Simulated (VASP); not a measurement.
The system is MnV.

```
Mn V
1.0
     2.87143    0.00000    0.00000
     0.00000    2.87143    0.00000
     0.00000    0.00000    2.87143
Mn V
1 1
Direct
  0.00000 0.00000 0.00000
  0.50000 0.50000 0.50000
```

```yaml
Program: VASP 6.6.1
Task: relaxation of cell and atoms
Functional: LDA
Potentials_or_basis: VASP PAW LDA potentials, release 64 (Mn_pv, V_sv)
Cutoff: 600 eV
k_mesh: 14 × 14 × 14
Occupations: gaussian, width 0.1 eV
Spin: no spin polarisation
```

At the start: pressure -15.7 GPa; volume 11.84 Å³/atom.

Question: How do energy, volume and symmetry change on relaxing?

Answer: Over 6 steps the energy falls by 36.9 meV/atom and the volume is 11.13 Å³/atom (-6.0 %); space group Pm-3m (No. 221, to 0.05 Å).

Step by step:
| step | energy change (eV) | largest force (eV/Å) | pressure (GPa) | volume (Å³) |
| --- | --- | --- | --- | --- |
| 1 | 0.0000 | 0.0000 | -15.67 | 23.68 |
| 2 | 0.1822 | 0.0000 | 38.91 | 19.93 |
| 3 | -0.0737 | 0.0000 | -0.93 | 22.29 |
| 4 | -0.0738 | 0.0000 | 0.10 | 22.22 |
| 5 | -0.0737 | 0.0000 | -0.18 | 22.25 |
| 6 | -0.0737 | 0.0000 | 0.03 | 22.25 |

Final structure:
```
Mn V
1.0
     2.81266    0.00000    0.00000
     0.00000    2.81266    0.00000
     0.00000    0.00000    2.81266
Mn V
1 1
Direct
  0.00000 0.00000 0.00000
  0.50000 0.50000 0.50000
```
